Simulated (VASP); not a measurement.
# SiMo3 under changes of volume

One of the cells (14.791 Å³/atom); the others are scaled copies at fixed shape and fractional positions:

```xyz
8
Lattice="4.9094 0.0000 0.0000 0.0000 4.9094 0.0000 0.0000 0.0000 4.9094" Properties=species:S:1:pos:R:3 pbc="T T T"
Si    0.0000    0.0000    0.0000
Si    2.4547    2.4547    2.4547
Mo    1.2273    2.4547    0.0000
Mo    3.6820    2.4547    0.0000
Mo    0.0000    1.2273    2.4547
Mo    0.0000    3.6820    2.4547
Mo    2.4547    0.0000    1.2273
Mo    2.4547    0.0000    3.6820
```

The cell was built by a generator and needn't be a form met in nature.

- Program: VASP 6.6.1
- Functional: PBE
- Potentials or basis: VASP PAW PBE potentials, release 64 (Si, Mo_sv)
- Cutoff: 520 eV
- k mesh: 6 × 6 × 6
- Occupations: gaussian, width 0.1 eV
- Spin: no spin polarisation

```csv
volume (Å³/atom),energy over the lowest point (meV/atom),pressure (GPa)
13.460,109.41,28.7
13.903,45.81,17.5
14.347,10.79,8.1
14.791,0.00,0.0
15.234,?,?
15.678,37.13,-12.7
16.122,79.36,-17.7
```

Problem. What does the run at 15.234 Å³/atom give?

Solution. Energy over the lowest point 9.79 meV/atom; pressure -6.9 GPa.

Worked out: A Birch-Murnaghan fit of order 3 (a polynomial in V^(-2/3)) to the other rows has its minimum at 14.79 Å³/atom with B0 = V·E''(V) = 248 GPa and B' = 4.5. It gives 9.81 meV/atom at 15.234 Å³/atom, against the run's 9.79, and -dE/dV = -6.9 GPa, against -6.9.

Energies are extrapolated to zero smearing.
